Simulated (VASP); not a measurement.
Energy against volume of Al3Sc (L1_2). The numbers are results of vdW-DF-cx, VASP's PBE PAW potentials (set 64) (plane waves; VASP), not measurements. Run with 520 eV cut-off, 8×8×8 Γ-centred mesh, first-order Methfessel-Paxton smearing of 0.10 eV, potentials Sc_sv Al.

```json
[
 {"V (Å³/atom)": "16.013", "E (eV/atom)": "-3.36109"},
 {"V (Å³/atom)": "16.524", "E (eV/atom)": "-3.37594"},
 {"V (Å³/atom)": "17.035", "E (eV/atom)": "-3.38065"},
 {"V (Å³/atom)": "17.546", "E (eV/atom)": "-3.37672"}
]
```

### Question
Fit these four points and predict the energy of the run at 18.057 Å³/atom.

### Answer
A cubic in V^(−2/3), the third-order Birch-Murnaghan form, passes through the four points with V0 = 17.04 Å³/atom and B0 = 90 GPa, and gives -3.3654 eV/atom there. The run gave -3.3655 eV/atom, -0.1 meV/atom from the fit; all five points give B0 = 90 GPa.

The compound is Al3Sc in the L1_2 structure. It was relaxed first.
